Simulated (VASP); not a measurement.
VASP runs on HoBi$_{2}$BrO$_{4}$ (space group P4/mmm) share one base input (PBEsol GGA, plane waves, VASP's PBE PAW potentials (set 64)) and change the settings named in each case.

### POSCAR
```
HoBi2BrO4
9.339970
  0.4181544480   0.0000000000   0.0000000000
  0.0000000000   0.4181544480   0.0000000000
  0.0000000000   0.0000000000   1.0000000000
Ho Bi Br O
1 2 1 4
direct
  0.0000000000   0.0000000000   0.0000000000
  0.5000000000   0.5000000000   0.2675300000
  0.5000000000   0.5000000000   0.7324700000
  0.0000000000   0.0000000000   0.5000000000
  0.0000000000   0.5000000000   0.1468200000
  0.0000000000   0.5000000000   0.8531800000
  0.5000000000   0.0000000000   0.1468200000
  0.5000000000   0.0000000000   0.8531800000
```

### INCAR
```
ALGO  =  Normal
EDIFF  =  1E-6
ENCUT  =  400
GGA  =  PS
ISIF  =  2
ISMEAR  =  -1
ISPIN  =  2
LASPH  =  .True.
LCHARG  =  .False.
LMAXMIX  =  6
LORBIT  =  11
LREAL  =  .False.
LWAVE  =  .False.
NELM  =  100
PREC  =  Accurate
SIGMA  =  0.05
SYSTEM  =  HoBi2BrO4
```

File KPOINTS:
```
Regular mesh
0
Gamma
  3 3 2
```

POTCAR, in this order: Ho Bi_d Br O (PBE.64 set). Program: vasp_std. The INCAR's line for the spin-polarised start is left out here.

| change | E(σ→0) (eV/atom) | pressure (GPa) | largest force (eV/Å) | −TS (eV) |
|---|---|---|---|---|
| base run | -6.7228 | -5.07 | 0.264 | -0.0014 |
| GGA_COMPAT = .FALSE., ISPIN removed, LNONCOLLINEAR = .TRUE., LSORBIT = .TRUE., another spin-polarised start, program vasp_ncl (not converged) | -6.9873 | -1.59 | 0.139 | -0.0187 |
| KPOINTS 2×2×1 Γ-centred mesh | -6.6831 | … | … | … |
| LDAU = .TRUE., LDAUJ = 0 0 0 0, LDAUL = 3 -1 -1 -1, LDAUTYPE = 2, LDAUU = 6.0 0 0 0 (not converged) | -6.6617 | 0.15 | 0.117 | 0.0000 |

Q: Fill in the missing entries.

A: 
- KPOINTS 2×2×1 Γ-centred mesh, pressure (GPa): -6.23
- KPOINTS 2×2×1 Γ-centred mesh, largest force (eV/Å): 0.879
- KPOINTS 2×2×1 Γ-centred mesh, −TS (eV): -0.0058

Energies of different potentials or functionals have different zeros.  The run has a spin-polarised start. Unless said otherwise, spin-orbit coupling is left out, though it shifts the bands of the heavy elements here. At 400 eV the pressure can carry a Pulay error.

Left out are runs that ran out of time, are held back, or changed the cell or the kind of run, fixed moments of cells without a moment, rows past the twelfth, gaps on odd meshes, pressures of charged cells and columns that move by less than the noise.

The structure comes from a computed database's HoBi2BrO4 entry; how it stands against other phases isn't given here. The cell was not relaxed at this level, forces remain on its atoms.
